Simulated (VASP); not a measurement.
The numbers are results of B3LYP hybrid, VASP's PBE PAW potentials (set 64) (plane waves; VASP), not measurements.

The input files of a VASP run:

### KPOINTS
```
K-points
0
G
  7 7 7
```

File POSCAR:
```
NaCl
4.0399160
  0.0000000000   0.7071067814   0.7071067814
  0.7071067814   0.0000000000   0.7071067814
  0.7071067814   0.7071067814   0.0000000000
Na Cl
1 1
Cartesian
  0.0000000000   0.0000000000   0.0000000000
  0.7071067814   0.7071067814   0.7071067814
```

**INCAR**
```
# general
SYSTEM  =NaCl
PREC    =Accurate
ENCUT   =300   # plane-wave cut-off (eV)
LREAL   =F   # projection in real space or not
LASPH   =T
ISYM    =3

# electronic loop
EDIFF   =1E-6   # SCF stop (eV)
NELM    =100
ALGO    =Normal   # blocked Davidson

# smearing
ISMEAR  =0
SIGMA   =0.01

# functional
GGA     =B3
AGGAC   =0.81
AGGAX   =0.72
ALDAC   =0.19
LHFCALC =T
AEXX    =0.2
HFRCUT  =-1
PRECFOCK=Fast

# ions
ISIF    =2   # forces and stress, cell fixed

# output
LWAVE   =F
LCHARG  =F
```

POTCAR, in this order: Na_pv Cl (PBE.64 set). Program: vasp_std.

Q: What will the output report for the number of irreducible k-points (NKPTS), largest plane-wave count, number of space-group operations, FFT grid (NGX, NGY, NGZ)?

A: 
| Property | Value |
|---|---|
| number of irreducible k-points (NKPTS) | 20 |
| largest plane-wave count | 560 |
| number of space-group operations | 48 |
| FFT grid (NGX, NGY, NGZ) | 24 × 24 × 24 |

The structure comes from a computed database's NaCl entry; how it stands against other phases isn't given here. The cell was not relaxed at this level. The run is one of a series of settings (AEXX = 0.2, AGGAC = 0.81, AGGAX = 0.72, ALDAC = 0.19, GGA = B3, HFRCUT = -1, ISYM = 3, LHFCALC = .TRUE., PRECFOCK = Fast, KPOINTS 7×7×7 Γ-centred mesh, POTCAR Na_pv Cl (PBE.64 set) against the base run), some of them coarse on purpose.
